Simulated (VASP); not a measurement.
A run of VASP 6.6.1:

INCAR

```
ALGO = Fast ; EDIFF = 1E-4
EDIFFG = -0.08 ; ENCUT = 520
GGA = PE ; IBRION = 2
ISIF = 3 ; ISMEAR = 0
KPAR = 2 ; LASPH = T
LCHARG = F ; LREAL = F
LWAVE = F ; NELM = 60
NSW = 24 ; PREC = Normal
SIGMA = 0.15
```

The input KPOINTS:

```
k-points
0
Gamma
  5 5 3
```

File POSCAR:

```
Ta2SiN2
1.0
    3.5500000000      0.0000000000      0.0000000000
   -1.7750000000      3.0743901800      0.0000000000
    0.0000000000      0.0000000000      6.0400000000
Ta Si N
2 1 2
Direct
    0.3333333300      0.6666666700      0.2800000000
    0.6666666700      0.3333333300      0.7200000000
    0.0000000000      0.0000000000      0.0000000000
    0.3333333300      0.6666666700      0.6300000000
    0.6666666700      0.3333333300      0.3700000000
```

Potentials or basis: VASP PAW PBE potentials, release 64 (Ta_pv, Si, N).

Command:

```bash
$ cat potpaw_PBE.64/Ta_pv/POTCAR potpaw_PBE.64/Si/POTCAR potpaw_PBE.64/N/POTCAR > POTCAR
$ mpirun -np 2 vasp_std > vasp.out
```

Hardware: 2 MPI ranks on Intel(R) Xeon(R) Platinum 8259CL CPU @ 2.50GHz (Skylake/Cascade Lake), with other jobs on the host.

Task: How long does it take, and how much memory?

Result: Run time: 29 s on 2 MPI ranks on Intel(R) Xeon(R) Platinum 8259CL CPU @ 2.50GHz (Skylake/Cascade Lake), on a shared host, peak memory 0.15 GiB a rank. Counts: scf iterations 51, k points 12, ion steps 7.
